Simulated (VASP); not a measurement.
# MgTi3O4 (I-42m) in VASP: a series of runs

The runs below take MgTi3O4 through relaxation of cell and atoms, with PBE.

All numbers are computed with VASP 6.6.1; they aren't measurements. Logs are shortened: lines on timing, memory, paths and dates and some standing lists are left out, and cuts for length are marked.

## (1) The structure

Symmetry: I-42m, No. 121, tetragonal system. The conventional cell has a = 6.408 Å, b = 6.408 Å, c = 5.222 Å, α = 90.00°, β = 90.00°, γ = 90.00°. Around Mg (site symmetry -42m) lie 4 O at 2.00 Å. Around Ti (site symmetry 222) lie 2 Ti at 2.61 Å and 8 O at 2.66 to 2.74 Å. Ti (site symmetry -42m) has 4 O at 2.12 Å as nearest neighbours. O (site symmetry m) is surrounded by 1 Mg at 2.00 Å and 1 Ti at 2.12 Å.

The cell was built by a generator and needn't be a form met in nature.

## (2) Relaxation of cell and atoms, PBE

The input, INCAR:

```
ALGO     = Fast           # electronic algorithm
EDIFF    = 1E-4           # SCF threshold, eV
EDIFFG   = -0.08          # ionic threshold
ENCUT    = 520            # plane-wave cutoff, eV
GGA      = PE             # functional
IBRION   = 2              # ionic algorithm
ISIF     = 3              # what is computed and relaxed
ISMEAR   = 0              # smearing method
LASPH    = True           # aspherical terms in the spheres
LCHARG   = False          # write CHGCAR
LREAL    = False          # projectors in reciprocal space
LWAVE    = False          # write WAVECAR
NELM     = 60             # most SCF steps
NSW      = 24             # ionic steps
PREC     = Normal         # precision mode
SIGMA    = 0.15           # smearing width, eV
```

The input, KPOINTS:

```
k-points
0
Gamma
  4 4 4
```

The input, POSCAR:

```
MgTi3O4
1.0
   -3.2038043500      3.2038043500      2.6110015500
    3.2038043500     -3.2038043500      2.6110015500
    3.2038043500      3.2038043500     -2.6110015500
Mg Ti O
1 3 4
Direct
    0.0000000000      0.0000000000      0.0000000000
    0.5000000000      0.0000000000      0.5000000000
    0.0000000000      0.5000000000      0.5000000000
    0.5000000000      0.5000000000      0.0000000000
    0.4086909900      0.4086909900      0.3515920000
    0.0570989900      0.0570989900      0.6484080000
    0.5913090100      0.9429010100      0.0000000000
    0.9429010100      0.5913090100      0.0000000000
```

Potentials or basis: VASP PAW PBE potentials, release 64 (Mg, Ti_sv, O).

Command:

```sh
cat potpaw_PBE.64/Mg/POTCAR potpaw_PBE.64/Ti_sv/POTCAR potpaw_PBE.64/O/POTCAR > POTCAR
mpirun -np 1 vasp_std > vasp.out
```

OUTCAR:

```text
EDIFF = 1E-4
   EDIFFG = -0.08
   ENCUT = 520
   GGA = PE
   IBRION = 2
   ISIF = 3
   ISMEAR = 0
   LASPH = True
   LREAL = False
   NELM = 60
   NSW = 24
   PREC = Normal

 ion  position               nearest neighbor table
   1  0.000  0.000  0.000-   7 2.00   8 2.00   5 2.00   6 2.00   4 2.61   4 2.61   2 3.20   3 3.20
                             2 3.20   3 3.20
   2  0.500  0.000  0.500-   3 2.61   3 2.61   1 3.20   1 3.20
   3  0.000  0.500  0.500-   2 2.61   2 2.61   1 3.20   1 3.20
   4  0.500  0.500  0.000-   7 2.12   8 2.12   5 2.12   6 2.12   1 2.61   1 2.61
   5  0.409  0.409  0.352-   1 2.00   4 2.12
   6  0.057  0.057  0.648-   1 2.00   4 2.12
   7  0.591  0.943  0.000-   1 2.00   4 2.12
   8  0.943  0.591  0.000-   1 2.00   4 2.12

  LATTYP: Found a body centered tetragonal cell.
 ALAT       =     6.4076087000
 C/A-ratio  =     0.8149691007

  Lattice vectors:

 A1 = (  -3.2038043500,   3.2038043500,   2.6110015500)
 A2 = (   3.2038043500,  -3.2038043500,   2.6110015500)
 A3 = (   3.2038043500,   3.2038043500,  -2.6110015500)

Analysis of symmetry for initial positions (statically):
=====================================================================
 Subroutine PRICEL returns:
 Original cell was already a primitive cell.

 Routine SETGRP: Setting up the symmetry group for a
 body centered tetragonal supercell.

 Subroutine GETGRP returns: Found  8 space group operations
 (whereof  8 operations were pure point group operations)
 out of a pool of 16 trial point group operations.

The static configuration has the point symmetry D_2d.

Analysis of symmetry for dynamics (positions and initial velocities):
=====================================================================
 Subroutine PRICEL returns:
 Original cell was already a primitive cell.

 Routine SETGRP: Setting up the symmetry group for a
 body centered tetragonal supercell.

 Subroutine GETGRP returns: Found  8 space group operations
 (whereof  8 operations were pure point group operations)
 out of a pool of 16 trial point group operations.

The dynamic configuration has the point symmetry D_2d.

 Subroutine INISYM returns: Found  8 space group operations
 (whereof  8 operations are pure point group operations),
 and found     1 'primitive' translations

----------------------------------------------------------------------------------------

                                     Primitive cell

  volume of cell :     107.2011

  direct lattice vectors                    reciprocal lattice vectors
    -3.203804350  3.203804350  2.611001550     0.000000000  0.156064461  0.191497397
[... 108 lines left out ...]
  Fermi-wavevector in a.u.,A,eV,Ry     =   1.363973  2.577535 25.312574  1.860422
  Thomas-Fermi vector in A             =   2.490329
   LORBIT       =      0    0 simple, 1 ext, 2 COOP (PROOUT), +10 PAW based schemes
   GGA     = PE    functional components
   LHFCALC =     F    Hartree Fock is set to
   AEXX    =    0.0000 exact exchange contribution
   IVDW    =     0    specifies the selected vdW correction
   LEPSILON=     F    determine dielectric tensor
   LRPA    =     F    only Hartree local field effects (RPA)
 conjugate gradient relaxation of ions
 non-spin polarized calculation
 RMM-DIIS sequential band-by-band and
 Gauss-broadening in eV      SIGMA  =   0.15
  energy-cutoff  :      520.00
  volume of cell :      107.20
 maximum number of plane-waves:      2908
   NGX = 19   NGY = 19   NGZ = 19

--------------------------------------- Ionic step        1  -------------------------------------------

 number of electron      62.0000016 magnetization

 Free energy of the ion-electron system (eV)
  ---------------------------------------------------
  ext. energy  EPLUGINS =         0.00000000
  ---------------------------------------------------
  free energy    TOTEN  =       -56.21195810 eV

  energy without entropy =      -56.12074383  energy(sigma->0) =      -56.16635097

------------------------ aborting loop because EDIFF is reached ----------------------------------------

  FORCE on cell =-STRESS in cart. coord.  units (eV):
  Direction    XX          YY          ZZ          XY          YZ          ZX
  --------------------------------------------------------------------------------------
  -------------------------------------------------------------------------------------
  Total      -16.7167976    -16.7167976     -2.4801958      0.0000000      0.0000000     -0.0000000
  in kB     -249.8414965   -249.8414965    -37.0678555      0.0000000      0.0000000     -0.0000000
  external PRESSURE =    -178.9169495 kB  Pullay stress =       0.0000000 kB
[... 107 lines left out ...]
  FREE ENERGIE OF THE ION-ELECTRON SYSTEM (eV)
  ---------------------------------------------------
  free  energy   TOTEN  =       -58.0354836129 eV

  energy  without entropy=      -57.9461842014  energy(sigma->0) =      -57.99083391

 E-fermi :   9.9038     XC(G=0): -12.0555

 val. band max:        9.8997274968   @ k =   0.2500   0.2500   0.2500
 cond. band min:       9.9163355547   @ k =   0.5000   0.0000   0.0000
 fundamental gap:      0.0166080579
 Fermi energy:         9.9038197542

 k-point     1 :       0.0000    0.0000    0.0000
  band No.  band energies     occupation
      1     -48.0189      2.00000
      2     -47.7735      2.00000
      3     -47.7147      2.00000
      4     -24.5465      2.00000
      5     -24.5465      2.00000
      6     -24.4820      2.00000
[... 509 lines left out ...]
     36      11.7884      0.00000
     37      11.7983      0.00000

[... ionic steps 4 to 18 ...]

--------------------------------------- Ionic step       19  -------------------------------------------

 number of electron      61.9999979 magnetization

------------------------ aborting loop because EDIFF is reached ----------------------------------------
[... 79 lines left out ...]
--------------------------------------- Ionic step       21  -------------------------------------------

 number of electron      61.9999983 magnetization

 Free energy of the ion-electron system (eV)
  ---------------------------------------------------
  ext. energy  EPLUGINS =         0.00000000
  ---------------------------------------------------
  free energy    TOTEN  =       -59.59895482 eV

  energy without entropy =      -59.49754272  energy(sigma->0) =      -59.54824877

 E-fermi :  10.9934     XC(G=0): -12.5925

 val. band max:       10.9908011310   @ k =   0.2500   0.2500   0.0000
 cond. band min:      10.9939286435   @ k =   0.5000   0.2500   0.0000
 fundamental gap:      0.0031275125
 Fermi energy:        10.9934020911

 k-point     1 :       0.0000    0.0000    0.0000
  band No.  band energies     occupation
      1     -46.8337      2.00000
      2     -46.6606      2.00000
      3     -46.6400      2.00000
      4     -23.4882      2.00000
      5     -23.4882      2.00000
      6     -23.4680      2.00000
[... 544 lines left out ...]
  FREE ENERGIE OF THE ION-ELECTRON SYSTEM (eV)
  ---------------------------------------------------
  free  energy   TOTEN  =       -59.5989548172 eV

  energy  without entropy=      -59.4975427161  energy(sigma->0) =      -59.54824877

 reached required accuracy - stopping structural energy minimisation
```

OSZICAR:

```text
N       E                     dE             d eps       ncg     rms          rms(c)
DAV:   1     0.864972659855E+03    0.86497E+03   -0.31727E+04   978   0.190E+03
DAV:   2     0.919226179373E+02   -0.77305E+03   -0.75193E+03   977   0.573E+02
[... 298 lines left out ...]
RMM:   2    -0.596005887091E+02    0.29662E-02   -0.64899E-02  1124   0.185E+00    0.571E-01
RMM:   3    -0.596086430071E+02   -0.80543E-02   -0.26723E-02  1306   0.103E+00    0.116E+00
RMM:   4    -0.595988781136E+02    0.97649E-02   -0.97010E-03  1240   0.695E-01    0.110E-01
RMM:   5    -0.595988131132E+02    0.65000E-04   -0.41024E-03  1291   0.292E-01    0.563E-02
RMM:   6    -0.595988978621E+02   -0.84749E-04   -0.14789E-03  1010   0.176E-01    0.350E-02
RMM:   7    -0.595989548172E+02   -0.56955E-04   -0.73886E-04   820   0.108E-01
  21 F= -.59598955E+02 E0= -.59548249E+02  d E =-.399551E-02
```

CONTCAR:

```text
MgTi3O4
   1.00000000000000
    -2.6573270381902088    2.6573270381902088    2.6617341601723576
     2.6573270381902088   -2.6573270381902088    2.6617341601723576
     2.6573270381902088    2.6573270381902088   -2.6617341601723576
  Mg              Ti              O
     1     3     4
Direct
     0.0000000000000000    0.0000000000000000    0.0000000000000000
     0.5000000000000000    0.0000000000000000    0.5000000000000000
     0.0000000000000000    0.5000000000000000    0.5000000000000000
     0.5000000000000000    0.5000000000000000    0.0000000000000000
     0.4739078987178073    0.4739078987178073    0.4651887604494311
     0.0087191382683763    0.0087191382683763    0.5348112395505690
     0.5260921012821927    0.9912808617316237    0.0000000000000000
     0.9912808617316237    0.5260921012821927    0.0000000000000000

  0.00000000E+00  0.00000000E+00  0.00000000E+00
  0.00000000E+00  0.00000000E+00  0.00000000E+00
  0.00000000E+00  0.00000000E+00  0.00000000E+00
  0.00000000E+00  0.00000000E+00  0.00000000E+00
  0.00000000E+00  0.00000000E+00  0.00000000E+00
  0.00000000E+00  0.00000000E+00  0.00000000E+00
  0.00000000E+00  0.00000000E+00  0.00000000E+00
  0.00000000E+00  0.00000000E+00  0.00000000E+00
```

Wall time 6.5 min (1 thread of Intel Xeon 6975P-C (Granite Rapids), shared host); peak memory 0.21 GiB.

What came out:

```yaml
Free_energy: -59.5990 eV
Relaxed_volume: 9.40 Å³/atom
Relaxed_cell: a = 4.605 Å, b = 4.605 Å, c = 4.605 Å, α = 109.52°, β = 109.52°, γ = 109.38°
Space_group_after_relaxing_to_0.05_Å: I-42m (No. 121)
Energy_gained_by_relaxing: 423.4 meV/atom
Ionic_steps: 21
Pressure_after_relaxing: 0.4 GPa
Largest_force_after_relaxing: 0.057 eV/Å
Band_gap_on_the_k_mesh: none (metal or under the smearing width)
```

Forces in eV/Å, atoms in the order of the input:
```
Mg   0.000  0.000  0.000
Ti   0.000  0.000  0.000
Ti   0.000  0.000  0.000
Ti   0.000  0.000  0.000
O    0.039  0.039  0.018
O   -0.039 -0.039  0.018
O    0.039 -0.039 -0.018
O   -0.039  0.039 -0.018
```

Stress tensor (GPa, compression positive):
```
 0.59  0.00  0.00
 0.00  0.59  0.00
 0.00  0.00 -0.12
```

Step by step:
```
step  energy change (eV)  largest force (eV/Å)  pressure (GPa)  volume (Å³)
   1              0.0000                1.1302          -17.89       107.20
   2             -1.7882                2.0868            8.01        85.38
   3             -1.8235                1.6486            3.69        87.62
   4             -2.6748                1.3359            0.43        84.41
   5             -2.8285                1.0752            0.16        81.79
   6             -2.8383                1.1319           -0.06        82.37
   7             -3.0924                0.5199           -3.15        81.91
   8             -3.2211                0.0501           -6.29        81.24
   9             -3.2642                0.3397            7.19        74.55
  10             -3.3083                0.2362            1.10        77.19
  11             -3.3293                0.1718            1.26        76.50
  12             -3.3314                0.1543            1.81        76.06
  13             -3.3490                0.0810           -0.25        76.52
  14             -3.3522                0.0720           -0.89        76.69
  15             -3.3543                0.0364           -2.28        77.02
  16             -3.3697                0.0455           -1.74        76.49
  17             -3.3754                0.0494           -1.11        76.05
  18             -3.3759                0.0614           -0.85        75.90
  19             -3.3823                0.0678            0.73        75.21
  20             -3.3830                0.0689            0.99        74.97
  21             -3.3870                0.0574            0.35        75.18
```

Final structure:
```
Mg Ti O
1.0
    -2.65733    2.65733    2.66173
     2.65733   -2.65733    2.66173
     2.65733    2.65733   -2.66173
Mg Ti O
1 3 4
Direct
  0.00000 0.00000 0.00000
  0.50000 0.00000 0.50000
  0.00000 0.50000 0.50000
  0.50000 0.50000 0.00000
  0.47391 0.47391 0.46519
  0.00872 0.00872 0.53481
  0.52609 0.99128 0.00000
  0.99128 0.52609 0.00000
```

Levels at points of the mesh, in eV from the Fermi level:
```
           k point  band 28  band 29  band 30  band 31  band 32  band 33  band 34  band 35
(0.00, 0.00, 0.00)    -4.20    -2.55    -2.39    -1.83     0.07     0.10     0.10     0.37
(0.50, 0.00, 0.00)    -4.54    -1.63    -0.27    -0.06     0.17     0.49     0.63     0.88
(0.50, 0.50, 0.00)    -4.60    -1.63    -0.25    -0.04     0.18     0.43     0.64     0.91
(0.50, 0.50, 0.50)    -4.77    -2.08    -0.75    -0.70     1.99     2.45     2.50     2.50
```

Caveat: the k mesh is coarse (spacing up to 0.39 Å⁻¹), so the values aren't converged; the volume moved by over 15 % at a fixed basis, so the end points are rough; semilocal functionals often make such compounds metallic where correlation or magnetic order opens a gap, which also shifts bond lengths; the relaxation stopped at a loose force limit of 0.08 eV/Å, so its end isn't a converged minimum.

## (3) Relaxation of cell and atoms, PBE

This run uses another cell than the first one, of 9.94 Å³/atom, 0.742 times its volume.

INCAR is that of step 2.

The input, KPOINTS:

```
k-points
0
Gamma
  5 5 5
```

The input, POSCAR:

```
MgTi3O4
1.0
   -2.1454033900      2.1454033900      4.3181485700
    2.1454033900     -2.1454033900      4.3181485700
    2.1454033900      2.1454033900     -4.3181485700
Mg Ti O
1 3 4
Direct
    0.0000000000      0.0000000000      0.0000000000
    0.5000000000      0.5000000000      0.0000000000
    0.2500000000      0.7500000000      0.5000000000
    0.7500000000      0.2500000000      0.5000000000
    0.0000000000      0.5000000000      0.5000000000
    0.5000000000      0.0000000000      0.5000000000
    0.2486715900      0.2486715900      0.0000000000
    0.7513284100      0.7513284100      0.0000000000
```

Potentials or basis: VASP PAW PBE potentials, release 64 (Mg, Ti_sv, O).

Command:

```sh
cat potpaw_PBE.64/Mg/POTCAR potpaw_PBE.64/Ti_sv/POTCAR potpaw_PBE.64/O/POTCAR > POTCAR
mpirun -np 1 vasp_std > vasp.out
```

Run time: 1.7 min. Hardware: 1 thread of Intel Xeon 6975P-C (Granite Rapids), shared host; peak memory 0.2 GiB.

It converged, with:

```
Free energy                            : -63.3796 eV
Relaxed volume                         : 9.84 Å³/atom
Relaxed cell                           : a = 5.228 Å, b = 5.228 Å, c = 5.228 Å, α = 131.39°, β = 131.39°, γ = 71.19°
Space group after relaxing (to 0.05 Å) : I4/mmm (No. 139)
Energy gained by relaxing              : 18.1 meV/atom
Ionic steps                            : 5
Pressure after relaxing                : -0.1 GPa
Largest force after relaxing           : 0.018 eV/Å
Band gap on the k mesh                 : none (metal or under the smearing width)
```

Forces on the atoms (eV/Å):
```
Mg   0.000  0.000  0.000
Ti   0.000  0.000  0.000
Ti   0.000  0.000  0.000
Ti   0.000  0.000  0.000
O    0.000  0.000  0.000
O    0.000  0.000  0.000
O    0.000  0.000 -0.018
O    0.000  0.000  0.018
```

Stress tensor (GPa, compression positive):
```
-0.56  0.00  0.00
 0.00 -0.56  0.00
 0.00  0.00  0.74
```

The path:
| step | energy change (eV) | largest force (eV/Å) | pressure (GPa) | volume (Å³) |
| --- | --- | --- | --- | --- |
| 1 | 0.0000 | 1.1149 | -1.54 | 79.50 |
| 2 | -0.1098 | 0.6270 | 0.66 | 78.41 |
| 3 | -0.1329 | 0.2101 | 2.45 | 77.68 |
| 4 | -0.1416 | 0.0915 | -1.74 | 79.29 |
| 5 | -0.1452 | 0.0180 | -0.13 | 78.73 |

Final structure:
```
CELL_PARAMETERS angstrom
-2.15180 2.15180 4.25102
2.15180 -2.15180 4.25102
2.15180 2.15180 -4.25102
ATOMIC_POSITIONS crystal
Mg 0.00000 0.00000 0.00000
Ti 0.50000 0.50000 0.00000
Ti 0.25000 0.75000 0.50000
Ti 0.75000 0.25000 0.50000
O 0.00000 0.50000 0.50000
O 0.50000 0.00000 0.50000
O 0.23626 0.23626 0.00000
O 0.76374 0.76374 0.00000
```

Levels at points of the mesh, in eV from the Fermi level:
```tsv
k point	band 28	band 29	band 30	band 31	band 32	band 33	band 34	band 35
(0.00, 0.00, 0.00)	-5.47	-2.86	-0.91	-0.91	-0.12	-0.12	-0.09	0.21
```

Caveat: the k mesh is coarse (spacing up to 0.41 Å⁻¹), so the values aren't converged; semilocal functionals often make such compounds metallic where correlation or magnetic order opens a gap, which also shifts bond lengths; the relaxation stopped at a loose force limit of 0.08 eV/Å, so its end isn't a converged minimum.
